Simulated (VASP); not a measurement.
Consider the following.

```xyz
4
Lattice="1.6417 -5.4563 0.0000 1.6417 5.4563 0.0000 0.0000 0.0000 4.5135" Properties=species:S:1:pos:R:3 pbc="T T T"
P      1.6417     4.4144     4.1138
P      1.6417     1.0419     1.8571
P      1.6417    -1.0419     2.6564
P      1.6417    -4.4144     0.3997
```

Level of theory: r2SCAN meta-GGA, VASP's PBE PAW potentials (set 64) (plane waves; VASP 6.6.1). Run with 480 eV cut-off, 6×6×6 Γ-centred mesh, Gaussian smearing of 0.050 eV, potentials P.

Q: Which forces act on the atoms, in eV/Å?

A: 
```tsv
atom	Fx	Fy	Fz
P1	0.000	-0.104	0.049
P2	0.000	0.104	0.049
P3	0.000	-0.104	-0.049
P4	0.000	0.104	-0.049
```

Q: Give the stress tensor in GPa (positive for a compressed cell).

A: 
```
1.42  0.00  0.00
0.00  1.06  0.00
0.00  0.00  1.03
```
The pressure is its mean diagonal, 1.17 GPa.

The compound is P in the black structure. This cell was strained or had an atom moved on purpose.
